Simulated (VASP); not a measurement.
Calculation: MS2 meta-GGA, VASP's PBE PAW potentials (set 64) (plane waves; VASP).

VASP input:

**INCAR**
```
SYSTEM  =  Ag
PREC  =  Accurate; ENCUT  =  520; LREAL  =  .False.
LASPH  =  .True.
EDIFF  =  1E-7; NELM  =  100; ALGO  =  Normal
LMAXMIX  =  4; LMIXTAU  =  .True.
ISMEAR  =  1; SIGMA  =  0.1
METAGGA  =  MS2
ISIF  =  2
LWAVE  =  .False.; LCHARG  =  .False.
```

File KPOINTS:
```
Automatic mesh
0
Gamma
15 15 15
0 0 0
```

File POSCAR:
```
Ag
2.9025280
  0.0000000000   0.7071067110   0.7071067110
  0.7071067110   0.0000000000   0.7071067110
  0.7071067110   0.7071067110   0.0000000000
Ag
1
direct
  0.0000000000   0.0000000000   0.0000000000
```

POTCAR, in this order: Ag (PBE.64 set). Program: vasp_std.

What VASP printed:

OUTCAR:
```
 ion  position               nearest neighbor table
   1  0.000  0.000  0.000-
  LATTYP: Found a face centered cubic cell.
 ALAT       =     4.1047940556
 Subroutine PRICEL returns:
 Original cell was already a primitive cell.
 Subroutine GETGRP returns: Found 48 space group operations
The static configuration has the point symmetry O_h .
The dynamic configuration has the point symmetry O_h .
 Subroutine INISYM returns: Found 48 space group operations
 Subroutine IBZKPT returns following result:
 Found    120 irreducible k-points:

 Following reciprocal coordinates:
            Coordinates               Weight
  0.000000  0.000000  0.000000      1.000000
  0.066667  0.000000  0.000000      8.000000
  0.133333  0.000000  0.000000      8.000000
  0.200000  0.000000  0.000000      8.000000
  0.266667  0.000000  0.000000      8.000000
  0.333333  0.000000  0.000000      8.000000
  0.400000  0.000000  0.000000      8.000000
  0.466667  0.000000  0.000000      8.000000
  0.066667  0.066667  0.000000      6.000000
  0.133333  0.066667  0.000000     24.000000
  0.200000  0.066667  0.000000     24.000000
  0.266667  0.066667  0.000000     24.000000
  0.333333  0.066667  0.000000     24.000000
  0.400000  0.066667  0.000000     24.000000
  0.466667  0.066667  0.000000     24.000000
 -0.466667  0.066667  0.000000     24.000000
 -0.400000  0.066667  0.000000     24.000000
 -0.333333  0.066667  0.000000     24.000000
 -0.266667  0.066667  0.000000     24.000000
 -0.200000  0.066667  0.000000     24.000000
 -0.133333  0.066667  0.000000     24.000000
 -0.066667  0.066667  0.000000     12.000000
  0.133333  0.133333  0.000000      6.000000
  0.200000  0.133333  0.000000     24.000000
  0.266667  0.133333  0.000000     24.000000
  0.333333  0.133333  0.000000     24.000000
  0.400000  0.133333  0.000000     24.000000
  0.466667  0.133333  0.000000     24.000000
 -0.466667  0.133333  0.000000     24.000000
 -0.400000  0.133333  0.000000     24.000000
 -0.333333  0.133333  0.000000     24.000000
 -0.266667  0.133333  0.000000     24.000000
 -0.200000  0.133333  0.000000     24.000000
 -0.133333  0.133333  0.000000     12.000000
  0.200000  0.200000  0.000000      6.000000
  0.266667  0.200000  0.000000     24.000000
  0.333333  0.200000  0.000000     24.000000
  0.400000  0.200000  0.000000     24.000000
  0.466667  0.200000  0.000000     24.000000
 -0.466667  0.200000  0.000000     24.000000
   k-points           NKPTS =    120   k-points in BZ     NKDIM =    120   number of bands    NBANDS=      9
   number of dos      NEDOS =    301   number of ions     NIONS =      1
   total plane-waves  NPLWV =  13824
   dimension x,y,z NGX =    24 NGY =   24 NGZ =   24
   dimension x,y,z NGXF=    48 NGYF=   48 NGZF=   48
   ions per type =               1
   PREC   = accura    normal or accurate (medium, high low for compatibility)
   ISTART =      0    job   : 0-new  1-cont  2-samecut
   ICHARG =      2    charge: 1-file 2-atom 10-const
   ISPIN  =      1    spin polarized calculation?
   LNONCOLLINEAR =      F non collinear calculations
   LSORBIT =      F    spin-orbit coupling
   INIWAV =      1    electr: 0-lowe 1-rand  2-diag
   ENCUT  =  520.0 eV  38.22 Ry    6.18 a.u.   5.40  5.40  5.40*2*pi/ulx,y,z
   NELM   =    100;   NELMIN=  2; NELMDL= -5     # of ELM steps
   EDIFF  = 0.1E-06   stopping-criterion for ELM
   LREAL  =      F    real-space projection
   NLSPLINE    = F    spline interpolate recip. space projectors
   LMAXMIX     =    4 max onsite mixed and CHGCAR
   VOSKOWN=      0    Vosko Wilk Nusair interpolation
...
```

**OSZICAR**
```
       N       E                     dE             d eps       ncg     rms          rms(c)
DAV:   1     0.353353828511E+02    0.35335E+02   -0.52999E+03  2192   0.105E+03
DAV:   2    -0.135810244941E+02   -0.48916E+02   -0.46606E+02  2216   0.199E+02
DAV:   3    -0.140451197272E+02   -0.46410E+00   -0.46403E+00  2458   0.255E+01
DAV:   4    -0.140458481560E+02   -0.72843E-03   -0.72840E-03  2482   0.871E-01
DAV:   5    -0.140458522822E+02   -0.41262E-05   -0.41260E-05  2403   0.593E-02    0.166E+01
DAV:   6    -0.156263436902E+00    0.13890E+02   -0.56769E+01  2167   0.903E+01    0.734E+00
DAV:   7    -0.420151021619E+00   -0.26389E+00   -0.48305E-01  2164   0.723E+00    0.414E+00
DAV:   8    -0.138522151741E+00    0.28163E+00   -0.27842E+00  2178   0.186E+01    0.265E+00
DAV:   9    -0.157542223634E+00   -0.19020E-01   -0.10379E+00  2162   0.127E+01    0.128E+00
DAV:  10    -0.167126482573E+00   -0.95843E-02   -0.46044E-01  2160   0.809E+00    0.791E-01
DAV:  11    -0.192190142374E+00   -0.25064E-01   -0.11354E-01  2168   0.427E+00    0.289E-01
DAV:  12    -0.191666590227E+00    0.52355E-03   -0.30307E-04  2339   0.196E-01    0.247E-01
DAV:  13    -0.192333884800E+00   -0.66729E-03   -0.29306E-03  2177   0.671E-01    0.360E-02
DAV:  14    -0.192431602854E+00   -0.97718E-04   -0.85436E-05  2190   0.108E-01    0.441E-03
DAV:  15    -0.192434810208E+00   -0.32074E-05   -0.12469E-06  2360   0.106E-02    0.379E-03
DAV:  16    -0.192432114329E+00    0.26959E-05   -0.18743E-06  2171   0.169E-02    0.201E-03
DAV:  17    -0.192433405725E+00   -0.12914E-05   -0.45079E-07  2169   0.692E-03    0.570E-04
DAV:  18    -0.192433377342E+00    0.28383E-07   -0.22340E-08  1098   0.155E-03
   1 F= -.19243338E+00 E0= -.19232124E+00  d E =-.336411E-03
```

**OUTCAR**
```
------------------------ aborting loop because EDIFF is reached ----------------------------------------
  FORCE on cell =-STRESS in cart. coord.  units (eV):
  Direction    XX          YY          ZZ          XY          YZ          ZX
  --------------------------------------------------------------------------------------
  Total       -0.3349838     -0.3349838     -0.3349838      0.0000000      0.0000000     -0.0000000
  in kB      -31.0398983    -31.0398983    -31.0398983      0.0000000      0.0000000     -0.0000000
  external PRESSURE =     -31.0398983 kB  Pullay stress =       0.0000000 kB
  volume of cell :       17.29
      direct lattice vectors                 reciprocal lattice vectors
     0.000000000  2.052397028  2.052397028    -0.243617581  0.243617581  0.243617581
     2.052397028  0.000000000  2.052397028     0.243617581 -0.243617581  0.243617581
     2.052397028  2.052397028  0.000000000     0.243617581  0.243617581 -0.243617581
 POSITION                                       TOTAL-FORCE (eV/Angst)
 -----------------------------------------------------------------------------------
      0.00000      0.00000      0.00000         0.000000      0.000000      0.000000
 -----------------------------------------------------------------------------------
    total drift:                               -0.000000      0.000000     -0.000000
  FREE ENERGIE OF THE ION-ELECTRON SYSTEM (eV)
  ---------------------------------------------------
  free  energy   TOTEN  =        -0.1924333773 eV

  energy  without entropy=       -0.1920969668  energy(sigma->0) =       -0.19232124
```
(Selected blocks of OUTCAR.)

The compound is Ag in the fcc structure. This cell is one point of a volume scan, at 1.03 of the reference volume.
